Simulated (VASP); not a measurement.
Given:

```yaml
crystal:
  lattice:
    - [0.00000, 2.76630, 2.76630]
    - [2.76630, 0.00000, 2.76630]
    - [2.76630, 2.76630, 0.00000]
  atoms:
    - { symbol: Ca, position: [0.00000, 0.00000, 0.00000] }
    - { symbol: F, position: [0.75000, 0.75000, 0.75000] }
    - { symbol: F, position: [0.25000, 0.25000, 0.25000] }
```

Computed with PBE GGA, VASP's PBE PAW potentials (set 64) (plane waves; VASP). Settings: 400 eV cut-off, 7×7×7 Γ-centred mesh, Gaussian smearing of 0.010 eV, potentials Ca_sv F.

Question: Give the energies of bands 7 to 15 at the high-symmetry points, in eV from the valence-band maximum.

Answer: 
```
band      Γ      X      U      L      W
----  -----  -----  -----  -----  -----
7     -1.98  -2.57  -2.32  -1.42  -2.15
8     -1.98  -1.59  -1.66  -1.42  -2.04
9     -1.98  -1.59  -1.45  -1.25  -1.00
10    -0.25  -0.35  -0.61  -1.19  -1.00
11    -0.25  -0.35  -0.42  -0.81  -0.27
12    -0.25   0.00  -0.09  -0.81  -0.09
13     7.08   8.03   8.28   9.23   8.34
14     9.04   9.32   9.50   9.23   9.58
15     9.04   9.89   9.64   9.52   9.72
```

The gap is indirect, 7.08 eV, from the valence maximum at X to the conduction minimum at Γ.

The structure comes from a computed database's CaF2 entry; how it stands against other phases isn't given here. The cell was not relaxed at this level.
